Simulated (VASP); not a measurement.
Runs of VASP 6.6.1 on MgO. It takes space group Fm-3m (No. 225, cubic). The conventional cell has a = 4.217 Å, b = 4.217 Å, c = 4.217 Å, α = 90.00°, β = 90.00°, γ = 90.00°. Around Mg (site symmetry m-3m) lie 6 O at 2.11 Å. Around O (site symmetry m-3m) lie 6 Mg at 2.11 Å. 

```tsv
k mesh	cutoff (eV)	mesh quality	gap on the mesh (eV)	pressure (GPa)
6 × 6 × 6	520	coarse	4.69	3.4
10 × 10 × 10	450	not flagged	4.70	-
18 × 18 × 18	520	not flagged	4.69	3.4
14 × 14 × 14	520	not flagged	4.69	3.4
4 × 4 × 4	520	coarse	(a)	3.4
```

Alike in all rows: task single point; level PBE; potentials or basis VASP PAW PBE potentials, release 64 (Mg, O); no spin polarisation; cell as given; smearing gaussian 0.02 eV.

Q: Fill in the values left out.

A: (a) 4.68.

Caveats: some runs use coarse meshes; the cutoff is under 1.25 times the usual one of these potentials, so pressure, stress and relaxed cells hold a basis-set (Pulay) error (some runs).

A k mesh can miss the band edges.
